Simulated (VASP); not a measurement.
The system is Sn.

```xyz
2
Lattice="0.0000 3.2333 3.2333 3.2333 0.0000 3.2333 3.2333 3.2333 0.0000" Properties=species:S:1:pos:R:3 pbc="T T T"
Sn    0.0000    0.0000    0.0000
Sn    1.6167    1.6167    1.6167
```

This isn't the form of Sn at room conditions, which is tetragonal (white tin).

* Program: VASP 6.6.1
* Task: relaxation of cell and atoms
* Functional: PBE
* Potentials or basis: VASP PAW PBE potentials, release 64 (Sn_d)
* Cutoff: 520 eV
* k mesh: 8 × 8 × 8
* Occupations: gaussian, width 0.02 eV
* Spin: no spin polarisation

At the start: pressure 3.7 GPa; volume 33.80 Å³/atom.

Problem. How do energy, volume and symmetry change on relaxing?

Solution. Over 3 steps the energy falls by 31.8 meV/atom and the volume is 36.77 Å³/atom (+8.8 %); space group Fd-3m (No. 227, to 0.05 Å).

Step by step:
```
step  energy change (eV)  largest force (eV/Å)  pressure (GPa)  volume (Å³)
   1              0.0000                0.0000            3.74        67.61
   2             -0.0577                0.0000           -0.90        75.62
   3             -0.0637                0.0000            0.01        73.54
```

Final structure:
```xyz
2
Lattice="0.0000 3.3254 3.3254 3.3254 0.0000 3.3254 3.3254 3.3254 0.0000" Properties=species:S:1:pos:R:3 pbc="T T T"
Sn    0.0000    0.0000    0.0000
Sn    1.6627    1.6627    1.6627
```
